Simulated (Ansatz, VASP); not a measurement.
# H2CI2: VASP beside Ansatz

```
H C I
1.0
     0.00000    6.48614    2.50831
     3.98464    0.00000    2.50831
     3.98464    6.48614    0.00000
H C I
2 1 2
Direct
  0.76222 0.98965 0.23778
  0.98965 0.76222 0.01035
  0.99709 0.99709 0.00291
  0.37216 0.09490 0.90510
  0.09490 0.37216 0.62784
```

Alike in both runs: functional PBE; k mesh 6 × 6 × 6; occupations gaussian, width 0.02 eV; no spin polarisation.

Ansatz relaxed the structure, and its values are those at the end. VASP's run is a single point on that final structure, the one shown.

```csv
,VASP,Ansatz
version,VASP 6.6.1,Ansatz 0.2.0
potentials or method,"VASP PAW PBE potentials, release 64 (H, C, I)","scalar-relativistic, plane waves, PAW"
plane-wave cutoff (eV),520,420
valence electrons in the cell,20,40
```

VASP gave:

```
gap on the k mesh at the Fermi level (eV) : 2.92
least direct gap on the mesh (eV)         : 3.02
pressure (GPa)                            : 0.1
rms of the force components (eV/Å)        : 0.013
```

Question: Which values does Ansatz return?

Answer: gap on the k mesh at the Fermi level (eV): 2.91; least direct gap on the mesh (eV): 3.00; pressure (GPa): 0.2; rms of the force components (eV/Å): 0.002.

The two sets of potentials don't hold the same shells in valence.

Caveats: spin-orbit coupling is left out, which moves the levels of the heavy elements. A k mesh can miss the band edges.
